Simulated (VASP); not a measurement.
Input for VASP

POSCAR:
```
Cu2As
11.8840
  0.3187478963   0.0000000000   0.0000000000
  0.0000000000   0.3187478963   0.0000000000
  0.0000000000   0.0000000000   0.5000000000
As Cu
2 4
direct
  0.0000000000   0.5000000000   0.7090000000
  0.5000000000   0.0000000000   0.2910000000
  0.0000000000   0.0000000000   0.0000000000
  0.5000000000   0.5000000000   0.0000000000
  0.0000000000   0.5000000000   0.3030000000
  0.5000000000   0.0000000000   0.6970000000
```

**INCAR**
```
LASPH = .True.
LCHARG = .False.
SYSTEM = Cu2As
LMAXMIX = 4   ! l cut-off of mixed one-centre charges
LREAL = .False.   ! projection in real space or not
GGA = PS
LWAVE = .False.
SIGMA = 0.136   ! width (eV)
PREC = Accurate
EDIFF = 1E-6   ! SCF stop (eV)
ENCUT = 300
NELM = 100
ALGO = Normal   ! blocked Davidson
ISIF = 2   ! forces and stress, cell fixed
ISMEAR = -1   ! Fermi-Dirac
```

### KPOINTS
```
Automatic mesh
0
G
7 7 5
0 0 0
```

POTCAR, in this order: As Cu (PBE.64 set). Program: vasp_std.

Problem. Write an equivalent input for Quantum ESPRESSO's pw.x.

Solution. One equivalent input (not run):
```
&CONTROL
  calculation = 'scf'
  pseudo_dir = './pseudo'
  outdir = './out'
  tprnfor = .true.
  tstress = .true.
/
&SYSTEM
  ibrav = 0
  nat = 6
  ntyp = 2
  ecutwfc = 92
  occupations = 'smearing'
  smearing = 'fermi-dirac'
  degauss = 0.009996
  input_dft = 'pbesol'
/
&ELECTRONS
  conv_thr = 7.3e-08
  electron_maxstep = 100
/
ATOMIC_SPECIES
  As 74.922 As.upf
  Cu 63.546 Cu.upf
CELL_PARAMETERS angstrom
     3.7880000    0.0000000    0.0000000
     0.0000000    3.7880000    0.0000000
     0.0000000    0.0000000    5.9420000
ATOMIC_POSITIONS crystal
  As   0.0000000  0.5000000  0.7090000
  As   0.5000000  0.0000000  0.2910000
  Cu   0.0000000  0.0000000  0.0000000
  Cu   0.5000000  0.5000000  0.0000000
  Cu   0.0000000  0.5000000  0.3030000
  Cu   0.5000000  0.0000000  0.6970000
K_POINTS automatic
  7 7 5 0 0 0
```
What does not carry over: the potentials are each code's own (VASP's PAW set, PseudoDojo norm-conserving files in pw.x), so ENCUT and ecutwfc are chosen apart and not converted; conv_thr bounds pw.x's estimated SCF error, while EDIFF bounds the energy change between steps.

The structure comes from a measured Cu2As entry of the Crystallography Open Database, whose conditions weren't checked. The cell was not relaxed at this level.
